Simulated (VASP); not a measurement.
# BN: band gap against strain

BN (zinc blende, F-43m, 5.869 Å³/atom at rest, cube axes along x, y and z) under a strain ε along a cube axis (axis z), the other axes held. PBEsol in VASP (plane waves, PAW), 600 eV, 14×14×14 Γ-centred mesh, Gaussian smearing 0.05 eV; ions are relaxed within the symmetry of each cell. Gaps are the smallest on the run's k-mesh, which can miss an edge that lies off it, without spin-orbit coupling; in all rows the valence edge lies at Γ and the conduction edge at about 1.8 Å⁻¹ from Γ.

Here s stands for strain and Eg for gap.

| strain (%) | gap (eV) |
|---|---|
| -3.00 | ? |
| -1.50 | 4.02 |
| -1.00 | 4.11 |
| -0.50 | 4.20 |
| 0.00 | 4.28 |

**Question.** Using a straight line, estimate the missing Eg at s = -3.00 from the other rows, showing the fit.

**Answer.** Means: s -0.75000, Eg 4.152. About the means, the sum of products is 0.21750 and the sum of squares of s is 1.2500; the slope is their ratio. Least squares gives Eg = 4.283 + 0.1740·s. Residuals (row less fit): -0.002, 0.001, 0.004, -0.003; standard error 0.004 (degrees of freedom: 2). Over these rows the gap moves by 17 ± 0.3 eV per unit strain. At the withheld row, Eg = 4.283 + 0.1740 × (-3.0) = 3.761 eV. The calculation gives 3.76 eV, which the fit meets to the printed digits. The row lies outside the fitted rows, so this is an extrapolation. The fitted rows scatter only by rounding.

Rows are the converged runs of the series near zero and its far end; series whose fitted rows scatter by over a few per cent of the range, as at a crossing or softening among them, aren't shown in this form. Most that stay on the fit to the last digits aren't either.
